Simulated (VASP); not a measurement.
Level of theory: PBE GGA with D3 dispersion (Becke-Johnson damping), VASP's PBE PAW potentials (set 64) (plane waves; VASP 6.6.1).

VASP input:

### POSCAR
```
ZrO2
1
    0.0000000000     2.5450000000     2.5450000000
    2.5450000000     0.0000000000     2.5450000000
    2.5450000000     2.5450000000     0.0000000000
Zr O
1 2
Direct
  0.0000000000   0.0000000000   0.0000000000
  0.2500000000   0.2500000000   0.2500000000
  0.7500000000   0.7500000000   0.7500000000
```

INCAR:
```
IVDW = 12
SYSTEM = ZrO2
ENCUT = 520   ! plane-wave cut-off (eV)
LCHARG = .TRUE.
PREC = Accurate
NEDOS = 601   ! DOS grid
EDIFF = 1E-7   ! SCF stop (eV)
LORBIT = 11   ! lm-projected
GGA = PE   ! PBE
ALGO = Normal
ISIF = 2   ! forces and stress, cell fixed
LREAL = .FALSE.   ! projection in real space or not
ISMEAR = -5   ! tetrahedra, Bloechl
NELM = 100
LMAXMIX = 4   ! l cut-off of mixed one-centre charges
LASPH = .TRUE.
LEFG = .TRUE.
LWAVE = .FALSE.
```

### KPOINTS
```
Automatic mesh
0
Gamma
8 8 8
0 0 0
```

POTCAR, in this order: Zr_sv O (PBE.64 set). Program: vasp_std.

Problem. Predict the energy per atom (σ→0), dispersion energy, band gap (on the k-mesh).

Solution. 
The energy per atom (σ→0) comes out as -9.787 eV/atom and the dispersion energy comes out as -0.801 eV. The band gap (on the k-mesh) comes out as 3.35 eV.

File OSZICAR:
```
...
DAV:  10    -0.285605946847E+02   -0.11143E-02   -0.52157E-03  1112   0.726E-01    0.152E-01
DAV:  11    -0.285606057161E+02   -0.11031E-04   -0.17359E-03  1224   0.349E-01    0.140E-01
DAV:  12    -0.285605489942E+02    0.56722E-04   -0.31679E-04   984   0.144E-01    0.586E-03
DAV:  13    -0.285605506325E+02   -0.16383E-05   -0.15133E-05  1288   0.285E-02    0.403E-03
DAV:  14    -0.285605508778E+02   -0.24539E-06   -0.28828E-06  1136   0.113E-02    0.548E-03
DAV:  15    -0.285605506780E+02    0.19985E-06   -0.28797E-07  1064   0.490E-03    0.671E-04
DAV:  16    -0.285605506668E+02    0.11205E-07   -0.11668E-08   608   0.975E-04
   1 F= -.29361574E+02 E0= -.29361574E+02  d E =0.000000E+00
```

The compound is ZrO2 in the fluorite structure, the high-temperature cubic form, which is unstable at 0 K; the monoclinic form is the stable one. The cell was not relaxed at this level.
